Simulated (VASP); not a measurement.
Method: PBE GGA, VASP's PBE PAW potentials (set 64) (plane waves; VASP).

VASP input:

### KPOINTS
```
Automatic mesh
0
Gamma
10 10 10
0 0 0
```

### INCAR
```
# general
SYSTEM  = MoSe
PREC    = Accurate
ENCUT   = 400   # plane-wave cut-off (eV)
LREAL   = F   # projection in real space or not
LASPH   = T

# electronic loop
EDIFF   = 1E-6
NELM    = 100
ALGO    = Normal   # blocked Davidson
LMAXMIX = 4   # l cut-off of mixed one-centre charges

# smearing
ISMEAR  = 1   # Methfessel-Paxton
SIGMA   = 0.1   # width (eV)

# functional
GGA     = PE   # PBE

# ions
IBRION  = 2
NSW     = 60
ISIF    = 3   # ions, shape and volume
EDIFFG  = -0.01   # ionic stop

# output
LWAVE   = F
LCHARG  = F
```

POSCAR:
```
MoSe
1.0
  0.0000000000   2.9592000000   2.9592000000
  2.9592000000   0.0000000000   2.9592000000
  2.9592000000   2.9592000000   0.0000000000
Mo Se
1 1
direct
  0.0000000000   0.0000000000   0.0000000000
  0.5000000000   0.5000000000   0.5000000000
```

POTCAR, in this order: Mo_sv Se (PBE.64 set). Program: vasp_std.

Output

OSZICAR:
```
       N       E                     dE             d eps       ncg     rms          rms(c)
DAV:   1     0.892620274760E+02    0.89262E+02   -0.92609E+03  1540   0.108E+03
DAV:   2    -0.950825096664E+01   -0.98770E+02   -0.97194E+02  1730   0.269E+02
DAV:   3    -0.124202430190E+02   -0.29120E+01   -0.28535E+01  1550   0.408E+01
DAV:   4    -0.124492671051E+02   -0.29024E-01   -0.28762E-01  1454   0.421E+00
DAV:   5    -0.124495949347E+02   -0.32783E-03   -0.32726E-03  1508   0.396E-01    0.605E+00
DAV:   6    -0.118372838775E+02    0.61231E+00   -0.51144E+00  1328   0.143E+01    0.304E+00
DAV:   7    -0.117434384376E+02    0.93845E-01   -0.46961E-01  1488   0.506E+00    0.146E+00
DAV:   8    -0.117416175641E+02    0.18209E-02   -0.35548E-02  1520   0.134E+00    0.375E-01
DAV:   9    -0.117418697831E+02   -0.25222E-03   -0.12169E-03  1406   0.360E-01    0.130E-01
DAV:  10    -0.117419277138E+02   -0.57931E-04   -0.39744E-04  1418   0.160E-01    0.315E-02
DAV:  11    -0.117419339574E+02   -0.62436E-05   -0.14335E-04  1350   0.926E-02    0.171E-02
DAV:  12    -0.117419248371E+02    0.91203E-05   -0.32027E-05  1418   0.396E-02    0.207E-03
DAV:  13    -0.117419247925E+02    0.44588E-07   -0.95477E-07   820   0.600E-03
   1 F= -.11741925E+02 E0= -.11741195E+02  d E =-.117419E+02
       N       E                     dE             d eps       ncg     rms          rms(c)
DAV:   1    -0.789387360480E+02   -0.67197E+02   -0.15726E+03  1316   0.392E+02    0.107E+02
DAV:   2    -0.190865103092E+02    0.59852E+02   -0.15294E+02  1316   0.149E+02    0.194E+01
DAV:   3    -0.134576546343E+02    0.56289E+01   -0.15386E+01  1484   0.386E+01    0.201E+01
DAV:   4    -0.129717638353E+02    0.48589E+00   -0.47783E+00  1388   0.151E+01    0.590E+00
DAV:   5    -0.128186240248E+02    0.15314E+00   -0.29194E-01  1472   0.499E+00    0.481E+00
DAV:   6    -0.127613427593E+02    0.57281E-01   -0.65900E-01  1394   0.630E+00    0.201E+00
DAV:   7    -0.127514807760E+02    0.98620E-02   -0.40753E-02  1340   0.168E+00    0.304E-01
DAV:   8    -0.127510153863E+02    0.46539E-03   -0.26865E-03  1562   0.345E-01    0.122E-01
DAV:   9    -0.127509990956E+02    0.16291E-04   -0.11847E-04  1418   0.108E-01    0.164E-02
DAV:  10    -0.127510002785E+02   -0.11829E-05   -0.99068E-06  1532   0.224E-02    0.164E-02
DAV:  11    -0.127509986387E+02    0.16398E-05   -0.27017E-06  1206   0.119E-02    0.167E-03
DAV:  12    -0.127509984970E+02    0.14163E-06   -0.11823E-07   658   0.336E-03
   2 F= -.12750998E+02 E0= -.12750842E+02  d E =-.100907E+01
       N       E                     dE             d eps       ncg     rms          rms(c)
DAV:   1    -0.214883847377E+02   -0.87374E+01   -0.18809E+02  1328   0.162E+02    0.226E+01
DAV:   2    -0.149091036975E+02    0.65793E+01   -0.66510E+01  1316   0.654E+01    0.126E+01
DAV:   3    -0.135228512598E+02    0.13863E+01   -0.29904E+00  1328   0.126E+01    0.727E+00
DAV:   4    -0.133839399430E+02    0.13891E+00   -0.20666E+00  1346   0.812E+00    0.247E+00
DAV:   5    -0.133308031375E+02    0.53137E-01   -0.88229E-01  1368   0.653E+00    0.154E+00
DAV:   6    -0.132973067183E+02    0.33496E-01   -0.12101E-01  1352   0.268E+00    0.708E-01
DAV:   7    -0.132983323990E+02   -0.10257E-02   -0.41965E-03  1484   0.435E-01    0.112E-01
DAV:   8    -0.132983247453E+02    0.76537E-05   -0.69012E-05  1406   0.660E-02    0.464E-02
DAV:   9    -0.132983282901E+02   -0.35447E-05   -0.11108E-05  1418   0.272E-02    0.870E-03
DAV:  10    -0.132983272829E+02    0.10071E-05   -0.58684E-06  1324   0.183E-02    0.126E-03
DAV:  11    -0.132983271798E+02    0.10308E-06   -0.17246E-07   658   0.368E-03
   3 F= -.13298327E+02 E0= -.13297509E+02  d E =-.155640E+01
       N       E                     dE             d eps       ncg     rms          rms(c)
DAV:   1    -0.133142202772E+02   -0.15893E-01   -0.34372E-01  1322   0.661E+00    0.976E-01
DAV:   2    -0.133011844510E+02    0.13036E-01   -0.65992E-02  1322   0.238E+00    0.222E-01
DAV:   3    -0.132996889449E+02    0.14955E-02   -0.33604E-03  1328   0.384E-01    0.103E-01
DAV:   4    -0.132994904219E+02    0.19852E-03   -0.12694E-03  1436   0.321E-01    0.525E-02
DAV:   5    -0.132995152744E+02   -0.24853E-04   -0.22515E-05  1406   0.437E-02    0.228E-02
DAV:   6    -0.132995225031E+02   -0.72287E-05   -0.75070E-06  1460   0.190E-02    0.240E-03
DAV:   7    -0.132995224746E+02    0.28553E-07   -0.23637E-07   688   0.429E-03
   4 F= -.13299522E+02 E0= -.13298747E+02  d E =-.155760E+01
       N       E                     dE             d eps       ncg     rms          rms(c)
DAV:   1    -0.133141099035E+02   -0.14587E-01   -0.35883E-01  1328   0.676E+00    0.101E+00
DAV:   2    -0.133005173794E+02    0.13593E-01   -0.68517E-02  1322   0.243E+00    0.226E-01
DAV:   3    -0.132989736902E+02    0.15437E-02   -0.34416E-03  1340   0.390E-01    0.105E-01
DAV:   4    -0.132987663740E+02    0.20732E-03   -0.13123E-03  1442   0.326E-01    0.538E-02
DAV:   5    -0.132987920198E+02   -0.25646E-04   -0.23719E-05  1406   0.448E-02    0.234E-02
DAV:   6    -0.132987993561E+02   -0.73362E-05   -0.79566E-06  1448   0.195E-02    0.249E-03
DAV:   7    -0.132987993354E+02    0.20672E-07   -0.25366E-07   688   0.445E-03
   5 F= -.13298799E+02 E0= -.13298068E+02  d E =-.155687E+01
       N       E                     dE             d eps       ncg     rms          rms(c)
DAV:   1    -0.133512401218E+02   -0.52441E-01   -0.12343E+00  1328   0.126E+01    0.177E+00
DAV:   2    -0.133045845859E+02    0.46656E-01   -0.23734E-01  1322   0.450E+00    0.432E-01
DAV:   3    -0.132992734990E+02    0.53111E-02   -0.11852E-02  1340   0.722E-01    0.202E-01
DAV:   4    -0.132985346952E+02    0.73880E-03   -0.45194E-03  1442   0.603E-01    0.949E-02
DAV:   5    -0.132985873489E+02   -0.52654E-04   -0.83300E-05  1400   0.825E-02    0.386E-02
DAV:   6    -0.132985854788E+02    0.18701E-05   -0.26146E-05  1442   0.349E-02    0.422E-03
DAV:   7    -0.132985857903E+02   -0.31150E-06   -0.78502E-07   838   0.778E-03
   6 F= -.13298586E+02 E0= -.13297773E+02  d E =0.213545E-03
       N       E                     dE             d eps       ncg     rms          rms(c)
DAV:   1    -0.133145175121E+02   -0.15932E-01   -0.35030E-01  1328   0.667E+00    0.987E-01
DAV:   2    -0.133012329933E+02    0.13285E-01   -0.67216E-02  1322   0.240E+00    0.224E-01
DAV:   3    -0.132997107464E+02    0.15222E-02   -0.34174E-03  1340   0.387E-01    0.103E-01
DAV:   4    -0.132995081474E+02    0.20260E-03   -0.12919E-03  1442   0.324E-01    0.530E-02
DAV:   5    -0.132995333925E+02   -0.25245E-04   -0.22943E-05  1406   0.441E-02    0.231E-02
DAV:   6    -0.132995407007E+02   -0.73081E-05   -0.76573E-06  1460   0.192E-02    0.243E-03
DAV:   7    -0.132995406749E+02    0.25774E-07   -0.24135E-07   688   0.433E-03
   7 F= -.13299541E+02 E0= -.13298771E+02  d E =-.741339E-03
```

File OUTCAR:
```
------------------------ aborting loop because EDIFF is reached ----------------------------------------
  FORCE on cell =-STRESS in cart. coord.  units (eV):
  Direction    XX          YY          ZZ          XY          YZ          ZX
  --------------------------------------------------------------------------------------
  Total        0.0014432      0.0014432      0.0014432      0.0000000     -0.0000000      0.0000000
  in kB        0.0649330      0.0649330      0.0649330      0.0000000     -0.0000000      0.0000000
  external PRESSURE =       0.0649330 kB  Pullay stress =       0.0000000 kB
  volume of cell :       35.61
      direct lattice vectors                 reciprocal lattice vectors
    -0.000000000  2.611267689  2.611267689    -0.191477880  0.191477880  0.191477880
     2.611267689  0.000000000  2.611267689     0.191477880 -0.191477880  0.191477880
     2.611267689  2.611267689  0.000000000     0.191477880  0.191477880 -0.191477880
 POSITION                                       TOTAL-FORCE (eV/Angst)
 -----------------------------------------------------------------------------------
      0.00000      0.00000      0.00000         0.000000      0.000000      0.000000
      2.61127      2.61127      2.61127        -0.000000     -0.000000     -0.000000
 -----------------------------------------------------------------------------------
    total drift:                               -0.000000      0.000000      0.000000
  FREE ENERGIE OF THE ION-ELECTRON SYSTEM (eV)
  ---------------------------------------------------
  free  energy   TOTEN  =       -13.2995406749 eV

  energy  without entropy=      -13.2972323647  energy(sigma->0) =      -13.29877124

 reached required accuracy - stopping structural energy minimisation
```
(Selected blocks of OUTCAR.)

CONTCAR:
```
MoSe
   1.00000000000000
    -0.0000000000000000    2.6112676894106905    2.6112676894106905
     2.6112676894106905    0.0000000000000000    2.6112676894106905
     2.6112676894106905    2.6112676894106905    0.0000000000000000
  Mo              Se
     1     1
Direct
     0.0000000000000000    0.0000000000000000    0.0000000000000000
     0.5000000000000000    0.5000000000000000    0.5000000000000000
```

Energy and stress use the plane-wave basis of the starting cell.

The structure was generated: MoSe was put into the rock salt type (Fm-3m), which need not be its known phase. This run relaxes it. Symmetry was kept, so distortions that lower it aren't found.
